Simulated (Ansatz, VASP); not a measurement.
## Cross-check of AgAu (Au-Ag-Ag-Au stack, (111) layers) between VASP and Ansatz

Aim: how closely do two programs agree when they are given the same cell, functional and k mesh? The cell is taken from a series of runs on this material, whose earlier steps may have relaxed, scaled, displaced or heated it; both programs get it as it stands.

Calculated with Ansatz 0.2.0; plane waves, with VASP 6.6.1 beside it; PBEsol.

**1. The starting structure**

The cell holds 4 atoms: 2 Au and 2 Ag. Cell: a = 2.802 Å, b = 2.802 Å, c = 37.968 Å, α = 90.0°, β = 90.0°, γ = 120.0°. It derives from AgAu. Vacuum lies along c.

**2. Ansatz: zone-centre phonons, PBEsol**

Ansatz runs on its PAW soft_1 files.

Second derivatives magnify differences that forces hide, and they need a tight electronic threshold.

input.yaml reads:

```yaml
crystal:
  lattice:
    - [2.8016228175, -2.7965e-06, 0.0]
    - [-1.4008089869, 2.42627793, 0.0]
    - [0.0, 0.0, 37.9681770654]
  atoms:
    - { symbol: Au, position: [0.0, 0.0, 0.1431393384] }
    - { symbol: Ag, position: [0.3333333333, 0.6666666667, 0.2071352857] }
    - { symbol: Ag, position: [0.6666666667, 0.3333333333, 0.2691606916] }
    - { symbol: Au, position: [0.0, 0.0, 0.3331566389] }
  periodic: [true, true, false]
kpoints:
  mp_grid: { grid: [6, 6, 1] }
hamiltonian:
  xc: pbesol
  pseudopotentials: { kind: paw, azcp: { folder: soft_1 }, xc_functional: pbe }
scf:
  occupations: { method: methfessel_paxton, width: 0.2 }
output:
  eigenvalues: true
phonons:
  method: dfpt
  qmesh: [2, 2, 1]
  temperatures: { t_max: 1000, t_step: 50 }
  qpath:
    path:
      - [0.0, 0.0, 0.0]
      - [0.5, 0.0, 0.0]
      - [0.33333333, 0.33333333, 0.0]
      - [0.0, 0.0, 0.0]
    npoints: 10
```

The run is started by

```console
ansatz run input.yaml --threads 4 --pin off --max-ram 12288MiB --backend cpu --events-out ev --progress --plain --runs-dir out
```

Numbers of over 12 decimals in the logs are rounded to 6 here.

The program printed:

```text
Warning: crystal.symmetry: narrowed to the stabiliser of the run's FFT grids — unitary ops 12 → 6. A phonons.method: dfpt run fills in the rows of the dynamical matrix that it does not solve by its symmetry operations, which is exact only for operations that map its FFT grids onto themselves: filled in by any other, the frequencies could depend on the order in which like atoms are typed, or, by more than the grids' own error, on where the crystal sits among the grids' points. Excluded: 6 operations. The run can therefore solve more perturbations, solve them on more k-points, or both, and cost more. [rest of the remark cut]
Engine: ansatz 0.2.0, aarch64-unknown-linux-gnu
Pseudopotentials: kind: paw
Pseudopotential: Au, paw, valence charge 19, recommended cutoff 420 eV (normal), soft_1/Au.paw.azcp
Pseudopotential: Ag, paw, valence charge 19, recommended cutoff 420 eV (normal), soft_1/Ag.paw.azcp
Functional definition: PBEsol
  exchange = pbesol_x
  correlation = pbesol_c
Crystal: 4 atoms, lattice volume = 258.089 Å³
Basis set: ecut = 420 eV, 5119 PW (Γ), exchange–correlation on 40×40×512 points (8 copies of the dense FFT grid, shifted against one another)
Bands: 46, of which v1, the nominal top of the filled ones, is band 38 counted from 1 (37 counted from 0)
Symmetry: 12 space group operations
k-points: 7 of 36 (irreducible under 6 space group operations, time reversal used)
Non-local potential: Au, projectors of the file, l = 0: 3, l = 1: 2, l = 2: 2, l = 3: 1
Non-local potential: Ag, projectors of the file, l = 0: 3, l = 1: 2, l = 2: 2, l = 3: 1
PAW form: soft (Blöchl's): semilocal exchange-correlation on the pseudo side does not see the compensation charge
PAW frozen core: Au, regenerated for the run's functional, and the local potential with it (the file was generated under x = pbe(κ = 0.804, μ = 0.219515), c = pbe(β = 0.066725))
PAW frozen core: Ag, regenerated for the run's functional, and the local potential with it (the file was generated under x = pbe(κ = 0.804, μ = 0.219515), c = pbe(β = 0.066725))
PAW one-centre angular grid: Au, 590 points (default); XC on 64 Gauss nodes
PAW one-centre angular grid: Ag, 590 points (default); XC on 64 Gauss nodes
Initial density: superposition of atomic densities (neutral atoms: chi_scale 0, normalization atom)
Initial wavefunctions: pseudopotential atomic-orbital guess
Functional: x = pbesol(κ = 0.804, μ = 0.123457), c = pbesol(β = 0.046)
SCF iter   1: F=—  HF=-41062.984744 eV  |F-HF|=—  |Δ(HF+E_count)|=         —  Δρ=4.17e-2  dr2=5.06e0  ethr=3.10e-3  ⟨swp⟩=16.0  Hψ=2326  notcnv=0  defer=3
preconditioner: auto → LDOS  [insulator: Δε(μ)=0.236 eV  Ē_g=9.035 eV  σ=0.200 eV  W_gap=0.70  n_scr=26 (ndim 8)  ℏωp=15.3 eV  f_vac=0.711  D(μ)=2.78/eV (n_scr^D=16)  ε∞_Penn≈3.9  β→1.0]
SCF iter   2: F=—  HF=-41062.920453 eV  |F-HF|=—  |Δ(HF+E_count)|=   6.43e-2  S|Δr|=    0.00e0  Δρ=4.50e-2  dr2=5.69e0  ethr=3.10e-3  ⟨swp⟩=3.7  Hψ=873  notcnv=0  defer=19
SCF iter   3: F=—  HF=-41061.544564 eV  |F-HF|=—  |Δ(HF+E_count)|=    1.38e0  S|Δr|=    0.00e0  Δρ=4.18e-3  dr2=5.66e-2  ethr=3.10e-3  ⟨swp⟩=3.1  Hψ=777  notcnv=0  defer=17
SCF iter   4: F=—  HF=-41061.576853 eV  |F-HF|=—  |Δ(HF+E_count)|=   3.23e-2  S|Δr|=    0.00e0  Δρ=3.11e-3  dr2=2.93e-2  ethr=7.45e-5  ⟨swp⟩=3.1  Hψ=805  notcnv=0  defer=13
SCF iter   5: F=—  HF=-41061.571858 eV  |F-HF|=—  |Δ(HF+E_count)|=   5.00e-3  S|Δr|=    0.00e0  Δρ=9.87e-4  dr2=3.01e-3  ethr=3.85e-5  ⟨swp⟩=2.9  Hψ=568  notcnv=0  defer=13
SCF iter   6: F=—  HF=-41061.572254 eV  |F-HF|=—  |Δ(HF+E_count)|=   3.96e-4  S|Δr|=    0.00e0  Δρ=6.97e-4  dr2=1.27e-3  ethr=3.97e-6  ⟨swp⟩=3.1  Hψ=746  notcnv=0  defer=13
SCF iter   7: F=—  HF=-41061.571896 eV  |F-HF|=—  |Δ(HF+E_count)|=   3.58e-4  S|Δr|=    0.00e0  Δρ=1.71e-4  dr2=5.93e-5  ethr=1.68e-6  ⟨swp⟩=3.3  Hψ=643  notcnv=0  defer=13
SCF iter   8: F=—  HF=-41061.571942 eV  |F-HF|=—  |Δ(HF+E_count)|=   4.54e-5  S|Δr|=    0.00e0  Δρ=5.00e-5  dr2=3.88e-6  ethr=7.80e-8  ⟨swp⟩=3.4  Hψ=741  notcnv=0  defer=13
SCF iter   9: F=—  HF=-41061.572177 eV  |F-HF|=—  |Δ(HF+E_count)|=   2.35e-4  S|Δr|=    0.00e0  Δρ=1.15e-5  dr2=4.47e-7  ethr=5.10e-9  ⟨swp⟩=4.0  Hψ=764  notcnv=0  defer=13
SCF iter  10: F=—  HF=-41061.572177 eV  |F-HF|=—  |Δ(HF+E_count)|=   3.72e-7  S|Δr|=    0.00e0  Δρ=4.27e-6  dr2=3.89e-8  ethr=5.88e-10  ⟨swp⟩=3.0  Hψ=667  notcnv=0  defer=13
SCF iter  11: F=—  HF=-41061.572177 eV  |F-HF|=—  |Δ(HF+E_count)|=   3.36e-8  S|Δr|=    0.00e0  Δρ=1.66e-6  dr2=6.57e-9  ethr=5.11e-11  ⟨swp⟩=3.7  Hψ=747  notcnv=0  defer=13
SCF iter  12: F=—  HF=-41061.572177 eV  |F-HF|=—  |Δ(HF+E_count)|=   2.45e-8  S|Δr|=    0.00e0  Δρ=5.37e-7  dr2=4.48e-10  ethr=8.64e-12  ⟨swp⟩=3.4  Hψ=757  notcnv=0  defer=13
SCF iter  13: F=—  HF=-41061.572177 eV  |F-HF|=—  |Δ(HF+E_count)|=   5.91e-9  S|Δr|=    0.00e0  Δρ=1.08e-7  dr2=4.75e-11  ethr=1.00e-12  ⟨swp⟩=3.4  Hψ=638  notcnv=0  defer=13
SCF iter  14: F=-41061.572177 eV  HF=-41061.572177 eV  |F-HF|=3.49e-10  |Δ(HF+E_count)|=  5.82e-10  S|Δr|=    0.00e0  Δρ=2.83e-8  dr2=2.98e-12  ethr=1.00e-12  ⟨swp⟩=25.6  Hψ=2759  notcnv=0
SCF 1 converged in 14 iterations: F = -41061.572177 eV  dr2 = 2.98e-12
  greatest PAW one-centre occupation: 1.001 electrons in one spin orbital (limit 2), on the Ag atom at site 2 (counted from 0), in its partial waves of l = 0
phonons: the bands overlap, so this run is a metal and interpolates without the dipole-dipole term. If the crystal is really an insulator or semiconductor, its LO-TO splitting is missing
NSCF: frozen V_eff on 7 k-points
WARN: eigensolver did not converge (k=5): 1 band(s) unlocked after 2 eigensolves, warm-restarted (20 sweeps on the last) at ethr=3.89e-12 eV (storage-precision floor; scheduled 1.00e-12 eV) (lowest unlocked band 45, counted from 0; max residual 7.41e-5 eV among the unlocked bands, 7.41e-5 eV over every band; other slots of this pass that fall short are told together in one closing line; warning suppressed until the next SCF loop or pass starts)
NSCF: frozen V_eff on 7 k-points
DFPT response loops at q = (0, 0, 0) (fractional): preconditioner auto → none (partly filled bands, converged f_vac=0.710); β = 0.50; Anderson in place of MSR1
NSCF: frozen V_eff on 26 k-points
DFPT response loops at q = (0, -0.5, 0) (fractional): mixed as the last ones told, above
SCF converged after 14 iterations
Stability not checked: this state was not tested for a lower state beside it, because cold or Methfessel-Paxton smearing, or corrected tetrahedra, fill the levels in a way that the test cannot read (fill_not_monotonic; see scf.lower_state_search)
Free energy (F): -41061.572177 eV
Harris-Foulkes:  -41061.572177 eV  (|F-HF|=3.49e-10)
Internal energy: -41061.547186 eV  (E = F + TS)
E sigma→0 (E₀):  -41061.565929 eV
Entropy (-TS):   -0.024991 eV (-6.248 meV/atom)
Fermi energy:    -5.361771 eV
--- Per-component energies (eV) ---
  E_band       = -2736.424488
  E_kinetic    = 2090.617508
  E_local      = -496848.702942  (includes V_loc(G=0)·N_el)
  E_nonlocal   = 271.640898
  E_hartree    = 247234.403463
  E_xc         = -743.472264
  E_vxc        = -922.685379  (∫ρ·V_xc dr)
  E_paw        = -26956.189538  (= ΣΔE_a)
  E_vpaw       = -1796.105060  (= ΣTr[D̂ρ^β])
  E_aug_tail   = 0.003938  (compensation charges beyond the density's cutoff)
  E_ewald      = 233888.887216
  E_core_change = 1.264534  (= ΣΔE_core)
  E_smearing   = -0.024991  (= −TS)
  E_closure    = 0.000000  (closes the sum)
  Σ components = -41061.572177   (vs F -41061.572177, Δ=0.00e0)
--- Band table (eV; the first three rows and the last of 7) ---
  k-point 0: bands = [... 34 lower, -8.7284, -7.8920, -7.8920, -7.8230, -7.8230, -6.7361, -5.5563, -0.8090 (-0.8098°), ... 4 higher]
  k-point 1: bands = [... 34 lower, -8.7357, -8.6748, -7.9812, -7.8843, -7.7859, -5.4786, -3.7569, -0.2980 (-0.2984°), ... 4 higher]
  k-point 2: bands = [... 34 lower, -8.1603, -8.0167, -7.8308, -7.8003, -6.3831, -3.6282, -0.8208, 1.3303 (1.3303°), ... 4 higher]
  k-point 6: bands = [... 34 lower, -8.1665, -7.9903, -2.3813, -1.7872, -1.2488, -1.2488, -0.1875, -0.1875, ... 4 higher]
  ° read free of the cell's end (the report's vacuum.weakly_bound_levels)
--- Phonons (Γ-DFPT): 8 representative perturbations + reference (Σ response iterations 68) ---
  ASR residual: 2.132e-5 → 0.000e0 eV/Å²; symmetrization residual: 1.288e-5 eV/Å²
  The last average, over the group as it would stand without the narrowing to the FFT grids, took up to 3.089e-8 eV/Å² of the zone centre's force constants
  ASR residual per site (eV/Å²): 2.13e-5 1.64e-5 1.64e-5 2.13e-5
  Γ frequencies (cm⁻¹): 0.00 0.00 0.00 15.42 15.42 40.47 40.47 48.43 65.22 65.22 106.82 167.82
--- Phonons (arbitrary-q DFPT): 2 irreducible q on the 2×2×1 mesh ---
  q = [0.0000, 0.0000, 0.0000] (star 1, of the zone-centre solve; hermiticity 3.83e-6, symmetrization 1.80e-10, taken by the last average 4.60e-9): -0.00 -0.00 0.00 15.42 15.42 40.47 40.47 48.43 65.22 65.22 106.82 167.82
  q = [0.0000, -0.5000, 0.0000] (star 3, 12 solved perturbations in 156 linear systems a pass and spin channel, the states on 13 of 36 k-point pairs; hermiticity 1.52e-6, symmetrization 8.08e-14, taken by the last average 1.10e-8): 58.40 60.44 79.74 79.91 93.93 99.53 105.35 114.59 154.81 157.29 187.40 195.02
  sum rule: each row above includes the acoustic sum rule's correction from the zone centre's row sums; it moved no ω² by more than (0.20 cm⁻¹)²
  mesh force constants: q→R imaginary residual 1.17e-17; ASR residual 2.132e-5 → 0.000e0 eV/Å²; symmetrization residual 6.217e-15 eV/Å²
  interpolated dispersion: 31 rows × 12 modes
  density of states and harmonic sums: on the 26×26×1 q-mesh, interpolated from the force constants of a 2×2×1 supercell (no non-analytic term)
  largest difference from the sums on the solved wave vectors: F 9.49e-2 eV, S 1.57e-4 and C_V 6.20e-5 eV/K
  zero-point energy: 0.077372 eV/cell   skipped modes (ω ≤ 0): 6, of them read as no rigid motion or as one in doubt: 3 (2.663e-2 modes/cell left out, lowest -9.11 cm⁻¹)   left out of the sums: 2.59e-3 of the cell's modes: C_V's classical limit lies that fraction below 3 k_B per atom; for a crystal, a wire or a layer, F and S can be off by more, and a phonons.interpolated_qmesh denser along its periods is the remedy for the sampling
```

The column dr2 measures how far the density is from self-consistency, as an energy; F and HF (Harris–Foulkes) agree once it is small.

[end of part 1 of 2]

[Lines on the potential files, build, host, timing and source positions are cut from VASP's logs without a mark.]

[Logs are printed without paths, hosts, clocks, repeated set-up lines and the standing remarks that a program may print on its own settings, such as how far it seeks lower states.]

[Hosts, paths, dates, database ids (printed as entryN), source tags and the programs' standing remarks are cut or masked in the printed files.]
